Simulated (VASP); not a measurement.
Consider the following.

```yaml
crystal:
  lattice:
    - [2.55632, -1.58403, 0.00000]
    - [2.55632, 1.58403, 0.00000]
    - [-0.56211, 0.00000, 6.59771]
  atoms:
    - { symbol: F, position: [0.59583, 0.91533, 0.59796] }
    - { symbol: F, position: [0.40417, 0.08467, 0.40204] }
    - { symbol: F, position: [0.08467, 0.40417, 0.90204] }
    - { symbol: F, position: [0.91533, 0.59583, 0.09796] }
```

These are PBEsol GGA, VASP's PBE PAW potentials (set 64) (plane waves; VASP) values and carry that method's errors. Settings: 400 eV cut-off, 10×10×4 Γ-centred mesh, Gaussian smearing of 0.010 eV, potentials F.

At this cut-off the stress carries a Pulay error, which pulls relaxed volumes low.

**Question.** Give the stress tensor in GPa (positive for a compressed cell).

**Answer.** 
```
-16.22    0.00   -0.14
  0.00  -15.03    0.00
 -0.14    0.00  -10.87
```
The pressure is its mean diagonal, -14.04 GPa.

The structure comes from a computed database's F2 entry; how it stands against other phases isn't given here. The cell was not relaxed at this level.
